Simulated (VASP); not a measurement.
Write the native input for VASP 6.6.1 that does the following.

```yaml
Task: relaxation of cell and atoms
Functional: PBE
Potentials_or_basis: VASP PAW PBE potentials, release 64 (Ga_d, N)
Cutoff: 700 eV
k_mesh: 12 × 12 × 6
Occupations: gaussian, width 0.02 eV
Spin: no spin polarisation
Further_INCAR_settings: ALGO = Normal; EDIFF = 1e-07; IBRION = 2; EDIFFG = -0.002; NSW = 80; ISIF = 3
```

The structure of GaN lies in POSCAR:

```
GaN                                     
1.0
    3.2178942995      0.0000000000     -0.0000000000
   -1.6089471497      2.7867782059      0.0000000000
    0.0000000000      0.0000000000      5.2430556615
  Ga              N             
     2     2
Direct
     0.3333333300000021    0.6666666699999979    0.9991495810423495
     0.6666666699999979    0.3333333300000021    0.4991495810423494
     0.3333333300000021    0.6666666699999979    0.3758504189576506
     0.6666666699999979    0.3333333300000021    0.8758504189576505
```

One way to write it, as run:

INCAR

```
PREC = Accurate
ENCUT = 700
EDIFF = 1E-7
ISMEAR = 0
SIGMA = 0.02
LREAL = F
LASPH = T
NELM = 100
ALGO = Normal
ISIF = 3
LWAVE = F
LCHARG = F
GGA = PE
IBRION = 2
NSW = 80
EDIFFG = -0.002
```

KPOINTS

```
regular mesh
0
Gamma
  12 12 6
```

Potentials or basis: VASP PAW PBE potentials, release 64 (Ga_d, N).

Run with:

```sh
$ cat potpaw_PBE.64/Ga_d/POTCAR potpaw_PBE.64/N/POTCAR > POTCAR
$ mpirun -np 1 vasp_std > vasp.out
```

Results of the run:

```yaml
Relaxed_volume: 11.76 Å³/atom
Relaxed_cell: a = 3.218 Å, b = 3.218 Å, c = 5.243 Å, α = 90.00°, β = 90.00°, γ = 120.00°
Space_group_after_relaxing_to_0.05_Å: P6_3mc (No. 186)
Energy_gained_by_relaxing: 0.0 meV/atom
Ionic_steps: 3
Pressure_after_relaxing: 0.0 GPa
Band_gap_on_the_k_mesh: 1.72 eV, direct
```

Run time: 110 s on 1 thread of Intel(R) Xeon(R) 6975P-C (Granite Rapids) (shared host), peak memory 0.26 GiB.
